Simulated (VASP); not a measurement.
Ni:

```
CELL_PARAMETERS angstrom
0.00000 1.75821 1.75821
1.75821 0.00000 1.75821
1.75821 1.75821 0.00000
ATOMIC_POSITIONS crystal
Ni 0.00000 0.00000 0.00000
```

The cell was built by a generator and needn't be a form met in nature.

Base run:

| Property | Result |
| --- | --- |
| Program | VASP 6.6.1 |
| Functional | r2SCAN |
| Potentials or basis | VASP PAW PBE potentials, release 64 (Ni) |
| Cutoff | 520 eV |
| k mesh | 18 × 18 × 18 |
| Occupations | methfessel-paxton, width 0.1 eV |
| Spin | collinear spin, ferromagnetic start |
| Starting moments | [2.0] μB |

Its results: pressure -6.2 GPa; net moment 0.75 μB per cell; site moments Ni +0.78 μB.

**Question.** The run is repeated on the same cell with these changes: functional from r2SCAN to LDA; potentials or basis from VASP PAW PBE potentials, release 64 (Ni) to VASP PAW LDA potentials, release 64 (Ni). What comes out?

**Answer.** Pressure -16.8 GPa; net moment 0.61 μB per cell; site moments Ni +0.61 μB.

Caveats: the PAW data sets were made with another functional, which shifts forces and pressure a little (some runs); so large a pressure means that the cell lies far from this level's equilibrium, or that cutoff or potentials fall short (some runs).
